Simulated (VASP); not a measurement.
All values below come from PBEsol GGA, VASP's PBE PAW potentials (set 64) (plane waves; VASP).

VASP ran on this input.

File POSCAR:
```
HfB2
1
    1.5308100722    -2.6514410894     0.0000000000
    1.5308100722     2.6514410894     0.0000000000
    0.0000000000     0.0000000000     3.3648397817
Hf B
1 2
Direct
  0.0000000000   0.0000000000   0.0000000000
  0.3333330000   0.6666670000   0.5000000000
  0.6666670000   0.3333330000   0.5000000000
```

**KPOINTS**
```
kpoints
0
G
11 11 9
0 0 0
```

**INCAR**
```
! general
SYSTEM   =  HfB2
PREC     =  Accurate
ENCUT    =  620
LREAL    =  .FALSE.
LASPH    =  .TRUE.

! electronic loop
EDIFF    =  1E-6
NELM     =  100
ALGO     =  Normal
LMAXMIX  =  6

! smearing
ISMEAR   =  1
SIGMA    =  0.1

! functional
GGA      =  PS

! ions
IBRION   =  2
NSW      =  40
ISIF     =  3
EDIFFG   =  -0.02
PSTRESS  =  300

! output
LWAVE    =  .FALSE.
LCHARG   =  .FALSE.
```

POTCAR, in this order: Hf_pv B (PBE.64 set). Program: vasp_std.

Output

OSZICAR:
```
       N       E                     dE             d eps       ncg     rms          rms(c)
DAV:   1     0.349784355357E+02    0.34978E+02   -0.94692E+03  1920   0.147E+03
DAV:   2    -0.280583045468E+02   -0.63037E+02   -0.59403E+02  2364   0.269E+02
DAV:   3    -0.300450787914E+02   -0.19868E+01   -0.19158E+01  2524   0.353E+01
DAV:   4    -0.300606551538E+02   -0.15576E-01   -0.15559E-01  2312   0.315E+00
DAV:   5    -0.300607876245E+02   -0.13247E-03   -0.13244E-03  2476   0.254E-01    0.619E+01
DAV:   6    -0.278968281841E+02    0.21640E+01   -0.46783E+00  2264   0.150E+01    0.441E+01
DAV:   7    -0.278596318172E+02    0.37196E-01   -0.18819E+00  2396   0.977E+00    0.108E+01
DAV:   8    -0.277661407763E+02    0.93491E-01   -0.61697E-01  2276   0.573E+00    0.204E+00
DAV:   9    -0.277607232760E+02    0.54175E-02   -0.39980E-02  2212   0.164E+00    0.300E-01
DAV:  10    -0.277606326902E+02    0.90586E-04   -0.10816E-03  2344   0.296E-01    0.385E-01
DAV:  11    -0.277606328534E+02   -0.16322E-06   -0.92799E-05  2324   0.783E-02    0.180E-01
DAV:  12    -0.277606295486E+02    0.33048E-05   -0.78226E-06  2312   0.247E-02    0.280E-02
DAV:  13    -0.277606297037E+02   -0.15507E-06   -0.29802E-07  1296   0.562E-03
   1 F= -.22646069E+02 E0= -.22646021E+02  d E =-.226461E+02
       N       E                     dE             d eps       ncg     rms          rms(c)
DAV:   1    -0.275588352361E+02    0.20179E+00   -0.77701E+00  1924   0.287E+01    0.941E+00
DAV:   2    -0.273440939571E+02    0.21474E+00   -0.30097E-01  1928   0.583E+00    0.567E+00
DAV:   3    -0.272803124635E+02    0.63781E-01   -0.19128E-01  2208   0.412E+00    0.429E+00
DAV:   4    -0.272779379106E+02    0.23746E-02   -0.47133E-03  2248   0.661E-01    0.245E+00
DAV:   5    -0.272774497612E+02    0.48815E-03   -0.93471E-04  2348   0.203E-01    0.628E-01
DAV:   6    -0.272774528165E+02   -0.30553E-05   -0.58706E-05  2368   0.540E-02    0.190E-02
DAV:   7    -0.272774529983E+02   -0.18189E-06   -0.20863E-06  2104   0.113E-02
   2 F= -.22570722E+02 E0= -.22570658E+02  d E =0.753465E-01
       N       E                     dE             d eps       ncg     rms          rms(c)
DAV:   1    -0.277732914170E+02   -0.49584E+00   -0.34560E+00  1928   0.192E+01    0.638E+00
DAV:   2    -0.276761508767E+02    0.97141E-01   -0.15144E-01  1928   0.402E+00    0.389E+00
DAV:   3    -0.276485047635E+02    0.27646E-01   -0.82060E-02  2216   0.264E+00    0.291E+00
DAV:   4    -0.276472366816E+02    0.12681E-02   -0.31759E-03  2260   0.494E-01    0.115E+00
DAV:   5    -0.276471937263E+02    0.42955E-04   -0.11384E-04  2348   0.872E-02    0.466E-01
DAV:   6    -0.276471833220E+02    0.10404E-04   -0.24323E-05  2380   0.325E-02    0.132E-02
DAV:   7    -0.276471831365E+02    0.18554E-06   -0.60096E-07  1340   0.619E-03
   3 F= -.22669785E+02 E0= -.22669731E+02  d E =-.237164E-01
       N       E                     dE             d eps       ncg     rms          rms(c)
DAV:   1    -0.276444851029E+02    0.26982E-02   -0.34258E-04  1952   0.189E-01    0.611E-02
DAV:   2    -0.276444759805E+02    0.91224E-05   -0.13852E-05  1976   0.386E-02    0.371E-02
DAV:   3    -0.276444735915E+02    0.23890E-05   -0.82495E-06  2228   0.264E-02    0.281E-02
DAV:   4    -0.276444736083E+02   -0.16804E-07   -0.15223E-07  1040   0.409E-03
   4 F= -.22669794E+02 E0= -.22669739E+02  d E =-.237248E-01
       N       E                     dE             d eps       ncg     rms          rms(c)
DAV:   1    -0.276442552325E+02    0.21836E-03   -0.44509E-03  2048   0.592E-01    0.977E-02
DAV:   2    -0.276442197720E+02    0.35460E-04   -0.58008E-05  2340   0.701E-02    0.413E-02
DAV:   3    -0.276442046202E+02    0.15152E-04   -0.15394E-05  2328   0.322E-02    0.122E-02
DAV:   4    -0.276442037646E+02    0.85555E-06   -0.17432E-06  1932   0.114E-02
   5 F= -.22669837E+02 E0= -.22669784E+02  d E =-.437113E-04
```

File OUTCAR:
```
------------------------ aborting loop because EDIFF is reached ----------------------------------------
  FORCE on cell =-STRESS in cart. coord.  units (eV):
  Direction    XX          YY          ZZ          XY          YZ          ZX
  --------------------------------------------------------------------------------------
  Total        4.9734049      4.9734061      4.9838622      0.0000000      0.0000000     -0.0000000
  in kB      299.9420112    299.9420828    300.5726828      0.0000000      0.0000000     -0.0000000
  external PRESSURE =       0.1522589 kB  Pullay stress =     300.0000000 kB
  volume of cell :       26.57
      direct lattice vectors                 reciprocal lattice vectors
     1.517387990 -2.628193407  0.000000000     0.329513614 -0.190244751 -0.000000000
     1.517387990  2.628193407  0.000000000     0.329513614  0.190244751 -0.000000000
     0.000000000  0.000000000  3.330758455    -0.000000000  0.000000000  0.300231918
 POSITION                                       TOTAL-FORCE (eV/Angst)
 -----------------------------------------------------------------------------------
      1.51739     -2.62819      0.00000        -0.000000     -0.000000     -0.000000
      1.51739      0.87607      1.66538        -0.000000      0.000000      0.000000
      1.51739     -0.87607      1.66538         0.000000     -0.000000     -0.000000
 -----------------------------------------------------------------------------------
    total drift:                                0.000000     -0.000000     -0.000000
  FREE ENERGIE OF THE ION-ELECTRON SYSTEM (eV)
  ---------------------------------------------------
  free  energy   TOTEN  =       -27.6442037646 eV

  energy  without entropy=      -27.6440423371  energy(sigma->0) =      -27.64414996
  enthalpy is  TOTEN    =       -22.6698373697 eV   P V=        4.9743663949

 reached required accuracy - stopping structural energy minimisation
```
(Selected blocks of OUTCAR.)

**CONTCAR**
```
HfB2
   1.00000000000000
     1.5173879897668729   -2.6281934067437240    0.0000000000000000
     1.5173879897668729    2.6281934067437240    0.0000000000000000
     0.0000000000000000    0.0000000000000000    3.3307584553144536
  Hf              B
     1     2
Direct
     1.0000000000000000    0.0000000000000000    0.0000000000000000
     0.3333330000000032    0.6666669999999968    0.5000000000000000
     0.6666669999999968    0.3333330000000032    0.5000000000000000
```

Energy and stress use the plane-wave basis of the starting cell.

The compound is HfB2 in the AlB2 type structure. This run relaxes it under an external pressure of 30 GPa. Symmetry was kept, so distortions that lower it aren't found.
